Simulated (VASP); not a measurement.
OSZICAR of a VASP run on AlGa3As4 (ordered alloy cell):

File OSZICAR:
```
       N       E                     dE             d eps       ncg     rms          rms(c)
DAV:   1     0.445193330041E+03    0.44519E+03   -0.24510E+04  1519   0.185E+03
DAV:   2     0.277508464165E+02   -0.41744E+03   -0.40666E+03  1641   0.465E+02
DAV:   3    -0.350252231394E+02   -0.62776E+02   -0.60368E+02  1796   0.144E+02
DAV:   4    -0.381004528036E+02   -0.30752E+01   -0.30562E+01  1815   0.332E+01
DAV:   5    -0.381732149280E+02   -0.72762E-01   -0.72571E-01  1856   0.499E+00    0.608E+00
DAV:   6    -0.374485687128E+02    0.72465E+00   -0.12711E+00  2108   0.136E+01    0.342E+00
DAV:   7    -0.373132473786E+02    0.13532E+00   -0.74604E-01  1804   0.411E+00    0.988E-01
DAV:   8    -0.373082182481E+02    0.50291E-02   -0.12114E-01  1821   0.390E+00    0.253E-01
DAV:   9    -0.373081473851E+02    0.70863E-04   -0.11611E-02  1974   0.152E+00    0.874E-02
DAV:  10    -0.373083292092E+02   -0.18182E-03   -0.16029E-03  1713   0.553E-01    0.423E-02
DAV:  11    -0.373084427723E+02   -0.11356E-03   -0.30471E-04  1970   0.258E-01    0.152E-02
DAV:  12    -0.373084537891E+02   -0.11017E-04   -0.68046E-05  2033   0.882E-02    0.811E-03
DAV:  13    -0.373084560026E+02   -0.22135E-05   -0.82073E-06  1791   0.188E-02    0.230E-03
DAV:  14    -0.373084561973E+02   -0.19470E-06   -0.76948E-07  1800   0.182E-02    0.103E-03
DAV:  15    -0.373084562645E+02   -0.67238E-07   -0.12195E-07  1064   0.373E-03
   1 F= -.37308456E+02 E0= -.37308456E+02  d E =0.000000E+00
```

Which electronic solver shows in the log?

It is blocked Davidson (ALGO = Normal, or the opening steps of other solvers). The INCAR had ALGO = Normal.

Can the final energy be trusted as converged?

Self-consistency was reached. It stopped with EDIFF = 1E-7, NELM = 100 (PBEsol GGA, plane waves, VASP's PBE PAW potentials (set 64)).

The structure was generated: AlGa3As4 was put into an ordered model structure (R3m), which need not be its known phase. It was relaxed first.
